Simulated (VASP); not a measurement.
Runs of VASP 6.6.1 on Ba2Tl5V3O12. Symmetry: P-42m, No. 111, tetragonal system. The conventional cell has a = 10.975 Å, b = 10.975 Å, c = 6.604 Å, α = 90.00°, β = 90.00°, γ = 90.00°. Ba (site symmetry 222) is surrounded by 4 O at 2.58 Å. Around V (site symmetry -42m) lie 4 O at 1.73 Å. V (site symmetry 222) has 4 O at 1.73 Å as nearest neighbours. Tl (site symmetry -42m) is surrounded by 4 O at 2.65 Å. Tl (site symmetry m) is surrounded by 3 O at 2.50 to 2.65 Å. O (site symmetry m) is surrounded by 1 V at 1.73 Å. O (site symmetry 1) is surrounded by 1 V at 1.73 Å. The cell was built by a generator and needn't be a form met in nature.

```csv
task,level,k mesh for the DOS,occupations for the DOS,gap on the mesh (eV),pressure (GPa),moment (μB),largest force (eV/Å)
atomic charges,PBE+TS,-,-,2.57,-0.3,0.00,(a)
electric field gradients,PBE,-,-,2.57,0.4,0.00,0.21
atomic charges,PBE,-,-,2.57,0.4,0.00,0.21
density of states,PBE,5 × 5 × 6,tetrahedron,-,-,0.00,-
electrostatic potential,PBE,-,-,2.57,0.4,0.00,0.21
electron localisation function,PBE,-,-,2.57,0.4,0.00,0.21
optical spectrum,PBE,-,-,2.57,0.4,0.00,0.21
```

Alike in all rows: potentials or basis VASP PAW PBE potentials, release 64 (Ba_sv, V_sv, Tl_d, O); spin collinear, ferromagnetic start; cell as given; k mesh 3 × 3 × 4; cutoff (eV) 520; smearing fermi-dirac 0.05 eV.

Task: Estimate the missing entries.

Result: (a) 0.22.

Caveats: spin-orbit coupling is left out, which as a rule narrows the gap of such compounds by several tenths of an eV (some runs); an odd mesh through Γ misses points on the zone boundary, where band edges often lie (some runs); spectra need much finer meshes, so this one isn't converged (some runs); independent-particle spectra lack excitons (some runs).

A k mesh can miss the band edges, and the runs leave out spin-orbit coupling on Ba, Tl.
